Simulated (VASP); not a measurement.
These are LDA (Ceperley-Alder, Perdew-Zunger), VASP's LDA PAW potentials (set 64) (plane waves; VASP 6.6.1) values and carry that method's errors.

VASP input:

INCAR:
```
! general
SYSTEM   =  MoTe2
PREC     =  Accurate
ENCUT    =  400   ! plane-wave cut-off (eV)
LREAL    =  .FALSE.   ! projection in real space or not
LASPH    =  .TRUE.   ! aspherical one-centre terms

! electronic loop
EDIFF    =  1E-6   ! SCF stop (eV)
NELM     =  100
ALGO     =  Normal
LMAXMIX  =  4   ! l cut-off of mixed one-centre charges

! smearing
ISMEAR   =  0
SIGMA    =  0.05

! ions
IBRION   =  2   ! conjugate gradients
NSW      =  60   ! most ionic steps
ISIF     =  3   ! ions, shape and volume
EDIFFG   =  -0.02

! output
LWAVE    =  .FALSE.
LCHARG   =  .FALSE.
```

POSCAR:
```
MoTe2
1
    1.7394130903    -3.0127514413    -0.0000000000
    1.7394130903     3.0127514413     0.0000000000
   -0.0000000000    -0.0000000000    13.6964677821
Te Mo
4 2
Direct
  0.3333330000   0.6666670000   0.8813068468
  0.6666670000   0.3333330000   0.3813068468
  0.6666670000   0.3333330000   0.1186931532
  0.3333330000   0.6666670000   0.6186931532
  0.3333330000   0.6666670000   0.2500000000
  0.6666670000   0.3333330000   0.7500000000
```

**KPOINTS**
```
Automatic mesh
0
gamma
  7 7 2
```

POTCAR, in this order: Te Mo_sv (LDA.64 set). Program: vasp_std.

The run wrote:

**OUTCAR**
```
 ion  position               nearest neighbor table
   1  0.333  0.667  0.881-   6 2.70   6 2.70   6 2.70   4 3.60
   2  0.667  0.333  0.381-   5 2.70   5 2.70   5 2.70   3 3.60
   3  0.667  0.333  0.119-   5 2.70   5 2.70   5 2.70   2 3.60
   4  0.333  0.667  0.619-   6 2.70   6 2.70   6 2.70   1 3.60
   5  0.333  0.667  0.250-   2 2.70   3 2.70   2 2.70   3 2.70   2 2.70   3 2.70
   6  0.667  0.333  0.750-   1 2.70   4 2.70   1 2.70   4 2.70   1 2.70   4 2.70
  LATTYP: Found a hexagonal cell.
 ALAT       =     3.4788258286
 C/A-ratio  =     3.9370950018
 Subroutine PRICEL returns:
 Original cell was already a primitive cell.
 Subroutine GETGRP returns: Found 24 space group operations
The static configuration has the point symmetry D_3d.
 The point group associated with its full space group is D_6h.
The dynamic configuration has the point symmetry D_3d.
 Subroutine INISYM returns: Found 24 space group operations
 Subroutine IBZKPT returns following result:
 Found     16 irreducible k-points:

 Following reciprocal coordinates:
            Coordinates               Weight
  0.000000  0.000000  0.000000      1.000000
  0.142857  0.000000  0.000000      6.000000
  0.285714 -0.000000  0.000000      6.000000
...
```

**OSZICAR**
```
       N       E                     dE             d eps       ncg     rms          rms(c)
DAV:   1     0.356645194613E+03    0.35665E+03   -0.24019E+04  1208   0.123E+03
DAV:   2    -0.204416980681E+02   -0.37709E+03   -0.36766E+03  1274   0.331E+02
DAV:   3    -0.420310462669E+02   -0.21589E+02   -0.21025E+02  1245   0.653E+01
DAV:   4    -0.426085187359E+02   -0.57747E+00   -0.57583E+00  1215   0.106E+01
DAV:   5    -0.426241195230E+02   -0.15601E-01   -0.15598E-01  1320   0.179E+00    0.236E+01
DAV:   6    -0.417173192637E+02    0.90680E+00   -0.78124E+00  1190   0.151E+01    0.910E+00
DAV:   7    -0.416401338329E+02    0.77185E-01   -0.72090E+00  1089   0.116E+01    0.642E+00
DAV:   8    -0.412644565501E+02    0.37568E+00   -0.15976E+00  1113   0.612E+00    0.312E+00
DAV:   9    -0.412673958027E+02   -0.29393E-02   -0.25477E-01  1324   0.226E+00    0.137E+00
DAV:  10    -0.412592235745E+02    0.81722E-02   -0.55157E-02  1205   0.125E+00    0.314E-01
DAV:  11    -0.412593531857E+02   -0.12961E-03   -0.28604E-03  1332   0.258E-01    0.324E-01
DAV:  12    -0.412593427484E+02    0.10437E-04   -0.40562E-04  1152   0.842E-02    0.173E-01
DAV:  13    -0.412592917950E+02    0.50953E-04   -0.10137E-04  1244   0.599E-02    0.118E-01
DAV:  14    -0.412592787621E+02    0.13033E-04   -0.48752E-05  1231   0.291E-02    0.488E-02
DAV:  15    -0.412592789771E+02   -0.21500E-06   -0.13222E-06   776   0.581E-03
   1 F= -.41259279E+02 E0= -.41259279E+02  d E =-.412593E+02
       N       E                     dE             d eps       ncg     rms          rms(c)
DAV:   1    -0.412823235546E+02   -0.23045E-01   -0.56134E-01  1006   0.583E+00    0.160E+00
DAV:   2    -0.412677392875E+02    0.14584E-01   -0.22052E-01  1125   0.273E+00    0.676E-01
DAV:   3    -0.412599264506E+02    0.78128E-02   -0.75228E-02  1083   0.114E+00    0.550E-01
DAV:   4    -0.412591629902E+02    0.76346E-03   -0.40352E-03  1073   0.341E-01    0.150E-01
DAV:   5    -0.412588635482E+02    0.29944E-03   -0.27005E-03  1205   0.291E-01    0.121E-01
DAV:   6    -0.412588228221E+02    0.40726E-04   -0.46697E-04  1189   0.866E-02    0.325E-02
DAV:   7    -0.412588203317E+02    0.24904E-05   -0.44458E-05  1146   0.384E-02    0.141E-02
DAV:   8    -0.412588202173E+02    0.11441E-06   -0.19890E-06   835   0.707E-03
   2 F= -.41258820E+02 E0= -.41258820E+02  d E =0.458760E-03
       N       E                     dE             d eps       ncg     rms          rms(c)
DAV:   1    -0.412683567994E+02   -0.95365E-02   -0.20873E-01  1006   0.355E+00    0.943E-01
DAV:   2    -0.412631526889E+02    0.52041E-02   -0.85611E-02  1133   0.169E+00    0.414E-01
DAV:   3    -0.412600348802E+02    0.31178E-02   -0.28598E-02  1099   0.704E-01    0.340E-01
DAV:   4    -0.412597811109E+02    0.25377E-03   -0.13817E-03  1079   0.198E-01    0.944E-02
DAV:   5    -0.412596608416E+02    0.12027E-03   -0.10057E-03  1205   0.180E-01    0.680E-02
DAV:   6    -0.412596471487E+02    0.13693E-04   -0.14730E-04  1214   0.496E-02    0.183E-02
DAV:   7    -0.412596466726E+02    0.47615E-06   -0.12507E-05  1031   0.207E-02    0.783E-03
DAV:   8    -0.412596466287E+02    0.43909E-07   -0.67943E-07   573   0.496E-03
   3 F= -.41259647E+02 E0= -.41259647E+02  d E =-.367652E-03
       N       E                     dE             d eps       ncg     rms          rms(c)
DAV:   1    -0.412609429377E+02   -0.12963E-02   -0.45140E-02   992   0.149E+00    0.238E-01
DAV:   2    -0.412600628076E+02    0.88013E-03   -0.29128E-03  1127   0.273E-01    0.135E-01
DAV:   3    -0.412598955001E+02    0.16731E-03   -0.45131E-04  1202   0.124E-01    0.528E-02
DAV:   4    -0.412598330776E+02    0.62422E-04   -0.19508E-04  1137   0.672E-02    0.429E-02
DAV:   5    -0.412598262355E+02    0.68421E-05   -0.39792E-05  1196   0.294E-02    0.900E-03
DAV:   6    -0.412598259202E+02    0.31535E-06   -0.35878E-06   989   0.857E-03
   4 F= -.41259826E+02 E0= -.41259826E+02  d E =-.179292E-03
```

File OUTCAR:
```
------------------------ aborting loop because EDIFF is reached ----------------------------------------
  FORCE on cell =-STRESS in cart. coord.  units (eV):
  Direction    XX          YY          ZZ          XY          YZ          ZX
  --------------------------------------------------------------------------------------
  Total        0.0011688      0.0011688      0.0150102      0.0000000     -0.0000000      0.0000000
  in kB        0.0130808      0.0130808      0.1679877      0.0000000     -0.0000000      0.0000000
  external PRESSURE =       0.0647164 kB  Pullay stress =       0.0000000 kB
  volume of cell :      143.16
      direct lattice vectors                 reciprocal lattice vectors
     1.736206254 -3.007197040 -0.000000000     0.287984218 -0.166267788  0.000000000
     1.736206254  3.007197040  0.000000000     0.287984218  0.166267788  0.000000000
     0.000000000  0.000000000 13.709694037     0.000000000 -0.000000000  0.072941088
 POSITION                                       TOTAL-FORCE (eV/Angst)
 -----------------------------------------------------------------------------------
      1.73621      1.00240     12.08233         0.000000     -0.000000     -0.009685
      1.73621     -1.00240      5.22748         0.000000      0.000000     -0.009685
      1.73621     -1.00240      1.62737         0.000000     -0.000000      0.009685
      1.73621      1.00240      8.48221         0.000000     -0.000000      0.009685
      1.73621      1.00240      3.42742         0.000000      0.000000      0.000000
      1.73621     -1.00240     10.28227        -0.000000     -0.000000      0.000000
 -----------------------------------------------------------------------------------
    total drift:                               -0.000239      0.001593     -0.000025
  FREE ENERGIE OF THE ION-ELECTRON SYSTEM (eV)
  ---------------------------------------------------
  free  energy   TOTEN  =       -41.2598259202 eV

  energy  without entropy=      -41.2598259202  energy(sigma->0) =      -41.25982592

 reached required accuracy - stopping structural energy minimisation
```
(Selected blocks of OUTCAR.)

### CONTCAR
```
MoTe2
   1.00000000000000
     1.7362062540272212   -3.0071970401908259   -0.0000000000000000
     1.7362062540272212    3.0071970401908259    0.0000000000000000
     0.0000000000000000    0.0000000000000000   13.7096940372016363
  Te              Mo
     4     2
Direct
     0.3333330000000032    0.6666669999999968    0.8812981727217993
     0.6666669999999968    0.3333330000000032    0.3812981727217994
     0.6666669999999968    0.3333330000000032    0.1187018272782006
     0.3333330000000032    0.6666669999999968    0.6187018272782007
     0.3333330000000032    0.6666669999999968    0.2500000000000000
     0.6666669999999968    0.3333330000000032    0.7500000000000000
```

The compound is MoTe2 in the 2H layered structure. This run relaxes it. Symmetry was kept, so distortions that lower it aren't found. The start is the result of an earlier pass.
